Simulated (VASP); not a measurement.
Computed with PBE GGA, VASP's PBE PAW potentials (set 64) (plane waves; VASP 6.6.1).

The input files of a VASP run:

INCAR:
```
ISMEAR=0   ! Gaussian
SYSTEM=PbSe
LORBIT=11
NELM=100
ICHARG=11   ! fixed density
PREC=Accurate
LMAXMIX=4   ! l cut-off of mixed one-centre charges
LCHARG=.FALSE.
SIGMA=0.05
ENCUT=400   ! plane-wave cut-off (eV)
LASPH=.TRUE.   ! aspherical one-centre terms
GGA=PE
LWAVE=.FALSE.
ALGO=Normal
LREAL=.FALSE.
EDIFF=1E-7
```

File POSCAR:
```
PbSe
4.3930220
  0.0000000000   0.7071067187   0.7071067187
  0.7071067187   0.0000000000   0.7071067187
  0.7071067187   0.7071067187   0.0000000000
Pb Se
1 1
Cart
  0.0000000000   0.0000000000   0.0000000000
  0.7071067187   0.7071067187   0.7071067187
```

File KPOINTS:
```
k-points along high-symmetry lines
15
Line-mode
Reciprocal
  0.000000   0.000000   0.000000 ! GAMMA
  0.500000   0.000000   0.500000 ! X

  0.500000   0.000000   0.500000 ! X
  0.625000   0.250000   0.625000 ! U

  0.375000   0.375000   0.750000 ! K
  0.000000   0.000000   0.000000 ! GAMMA

  0.000000   0.000000   0.000000 ! GAMMA
  0.500000   0.500000   0.500000 ! L

  0.500000   0.500000   0.500000 ! L
  0.500000   0.250000   0.750000 ! W

  0.500000   0.250000   0.750000 ! W
  0.500000   0.000000   0.500000 ! X
```

POTCAR, in this order: Pb_d Se (PBE.64 set). Program: vasp_std. Read from the step before: CHGCAR.

Output

File OSZICAR:
```
       N       E                     dE             d eps       ncg     rms          rms(c)
DAV:   1     0.146256776878E+03    0.14626E+03   -0.84247E+03  2526   0.119E+03
DAV:   2     0.245087126892E+01   -0.14381E+03   -0.14096E+03  2730   0.323E+02
DAV:   3    -0.851745875368E+01   -0.10968E+02   -0.10692E+02  3384   0.962E+01
DAV:   4    -0.875289695478E+01   -0.23544E+00   -0.23535E+00  2770   0.177E+01
DAV:   5    -0.876128410378E+01   -0.83871E-02   -0.83871E-02  3372   0.304E+00
DAV:   6    -0.876174650406E+01   -0.46240E-03   -0.46240E-03  3432   0.634E-01
DAV:   7    -0.876175047254E+01   -0.39685E-05   -0.39685E-05  3442   0.547E-02
DAV:   8    -0.876175056362E+01   -0.91076E-07   -0.91083E-07  3264   0.817E-03
   1 F= -.87617506E+01 E0= -.87617506E+01  d E =-.115347E-10
```

File OUTCAR:
```
 val. band max:        4.4981110613   @ k =   0.5000   0.5000   0.5000

 cond. band min:       4.9287692266   @ k =   0.5000   0.5000   0.5000



 k-point     1 :       0.0000    0.0000    0.0000
  band No.  band energies     occupation
      1     -12.2400      2.00000
      2     -12.2400      2.00000
      3     -12.2400      2.00000
      4     -12.2339      2.00000
      5     -12.2339      2.00000
      6      -8.6970      2.00000
      7      -1.8427      2.00000
      8       2.8505      2.00000
      9       2.8505      2.00000
     10       2.8505      2.00000
     11       9.1419      0.00000
     12       9.1419      0.00000
     13       9.1419      0.00000
     14      11.1411      0.00000

 k-point     2 :       0.0357    0.0000    0.0357
  band No.  band energies     occupation
      1     -12.2402      2.00000
      2     -12.2396      2.00000
      3     -12.2396      2.00000
      4     -12.2345      2.00000
      5     -12.2337      2.00000
      6      -8.6850      2.00000
      7      -1.8815      2.00000
      8       2.8321      2.00000
      9       2.8321      2.00000
     10       2.9223      2.00000
     11       8.8791      0.00000
     12       9.1218      0.00000
     13       9.1218      0.00000
     14      11.0195      0.00000

 k-point     3 :       0.0714    0.0000    0.0714
  band No.  band energies     occupation
      1     -12.2408      2.00000
      2     -12.2383      2.00000
      3     -12.2383      2.00000
      4     -12.2364      2.00000
      5     -12.2332      2.00000
      6      -8.6488      2.00000
      7      -1.9886      2.00000
      8       2.7781      2.00000
      9       2.7781      2.00000
     10       3.1221      2.00000
     11       8.2640      0.00000
     12       9.0767      0.00000
     13       9.0767      0.00000
     14      10.7406      0.00000

 k-point     4 :       0.1071    0.0000    0.1071
  band No.  band energies     occupation
      1     -12.2416      2.00000
...
```

The density is held fixed in this step, so its total energy and stress have no physical meaning. Unless said otherwise, spin-orbit coupling is left out, though it shifts the bands of the heavy elements here.

The compound is PbSe in the rock salt structure. It was relaxed first.
